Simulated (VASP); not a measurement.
Here is the system:

```xyz
5
Lattice="3.9050 0.0000 0.0000 0.0000 3.9050 0.0000 0.0000 0.0000 3.9050" Properties=species:S:1:pos:R:3 pbc="T T T"
Sr     0.0000     0.0000     0.0000
Ti     1.9525     1.9525     1.9525
O      1.9525     0.0000     1.9525
O      0.0000     1.9525     1.9525
O      1.9525     1.9525     0.0000
```

These are PBE GGA, VASP's PBE PAW potentials (set 64) (plane waves; VASP) values and carry that method's errors. Numerical set-up: 520 eV cut-off, 6×6×6 Γ-centred mesh, Gaussian smearing of 0.050 eV, potentials Sr_sv Ti_sv O.

Energy and stress use the plane-wave basis of the starting cell.

The ions, cell shape and volume are relaxed. Which structure does the run end with?

```xyz
5
Lattice="3.9411 0.0000 0.0000 0.0000 3.9411 0.0000 0.0000 0.0000 3.9411" Properties=species:S:1:pos:R:3 pbc="T T T"
Sr     0.0000     0.0000     0.0000
Ti     1.9706     1.9706     1.9706
O      1.9706     0.0000     1.9706
O      0.0000     1.9706     1.9706
O      1.9706     1.9706     0.0000
```
Space group Pm-3m (221), at a tolerance of 0.03 Å.

How do energy and volume change from the first to the last step?

The energy (σ→0) changes by -5.0 meV/atom and the volume by +2.8 %, in 3 ionic steps.

The compound is SrTiO3 in the cubic perovskite structure, the ideal cubic form; the compound distorts at low or room temperature. This run relaxes it. Symmetry was kept, so distortions that lower it aren't found.
